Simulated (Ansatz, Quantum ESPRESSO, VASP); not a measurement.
# CdPPd5 (P4/mmm, 7 atoms in the cell) computed with different codes at matched settings

Self-consistent single point.

```yaml
crystal:
  lattice:
    - [3.89942, 0.00000, 0.00000]
    - [0.00000, 3.89942, 0.00000]
    - [0.00000, 0.00000, 6.93431]
  atoms:
    - { symbol: Cd, position: [0.50000, 0.50000, 0.00000] }
    - { symbol: P, position: [0.00000, 0.00000, 0.50000] }
    - { symbol: Pd, position: [0.00000, 0.00000, 0.00000] }
    - { symbol: Pd, position: [0.50000, 0.00000, 0.69928] }
    - { symbol: Pd, position: [0.50000, 0.00000, 0.30072] }
    - { symbol: Pd, position: [0.00000, 0.50000, 0.69928] }
    - { symbol: Pd, position: [0.00000, 0.50000, 0.30072] }
```

All programs got the same cell, k-point mesh and kind of occupations (in Ansatz's words: kpoints.mp_grid.grid = 7 7 4; scf.occupations.method = fermi_dirac; scf.occupations.width = 0.1 eV); potentials, basis and cutoffs are each program's usual ones.

| code | model | pressure (GPa) | largest force (eV/Å) | cutoff |
|---|---|---|---|---|
| Quantum ESPRESSO | PBEsol, GBRV 1.5 ultrasoft (PBESOL) pseudopotentials | 1.48 | 0.052 | 40 Ry |
| Ansatz | PBEsol, PAW files made with PBE | 0.73 | 0.036 | default |
| VASP | PBEsol, VASP's PBE PAW potentials (set 64) | 0.96 | 0.023 | 300 eV |

The spread over the programs that give each value: pressure within 0.75 GPa; largest force within 0.029 eV/Å.

The starting cell comes from a database of computed structures (which also holds hypothetical and non-ambient phases and stackings), without a prior relaxation at this level. Its lattice was rescaled by a random factor within 2.5 % of one. On Ansatz's run: Spin polarisation is off; with an odd number of electrons in the cell that forces a metal, and a magnetic state may lie lower.

Task: Why do the programs differ, and what cannot be compared?

Result: Differences of this kind can come from the potentials, where these differ, and from what each basis and cutoff leave unconverged. The valence holds different numbers of electrons (Quantum ESPRESSO 97, Ansatz (a first-principles code) 115, VASP 67). The zero of total energies and Fermi levels follows the potentials and each program's conventions, so they are not compared here. Ansatz's pressure is given at a fixed set of plane waves, as the other plane-wave codes print theirs; with its correction for the finite basis it is 0.77 GPa.

VASP's run is marked for a possible Pulay error in its stress at this cutoff; no cutoff test was made.

Left out of this page: ABINIT (stopped by limits of time or memory); GPAW, CP2K, FLEUR and SIESTA (not drawn, or without a comparable value).

Keys are those of Ansatz 0.2.
